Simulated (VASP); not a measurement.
Here is the system:

```yaml
crystal:
  lattice:
    - [0.00000, 2.98507, 2.98507]
    - [2.98507, 0.00000, 2.98507]
    - [2.98507, 2.98507, 0.00000]
  atoms:
    - { symbol: Hg, position: [0.00000, 0.00000, 0.00000] }
    - { symbol: S, position: [0.25000, 0.25000, 0.25000] }
```

The numbers are results of PBE GGA with D3 dispersion (zero damping), VASP's PBE PAW potentials (set 64) (plane waves; VASP), not measurements. Settings: 520 eV cut-off, 11×11×11 Γ-centred mesh, first-order Methfessel-Paxton smearing of 0.10 eV, potentials Hg S.

Unless said otherwise, spin-orbit coupling is left out, though it shifts the bands of the heavy elements here.

Q: What does the run give for the energy per atom (σ→0), pressure, band gap (on the k-mesh) with the smallest direct gap where there is one?

A: 
```yaml
band gap (on the k-mesh): none (metal, semimetal or under 0.01 eV)
energy per atom (σ→0): -2555 meV/atom
pressure: -1.61 GPa
```

The absolute energy has meaning only against runs of the same code, potentials and settings.

The compound is HgS in the zinc blende structure, metacinnabar; cinnabar is the stable form. This cell is one point of a volume scan, at 1.03 of the reference volume.
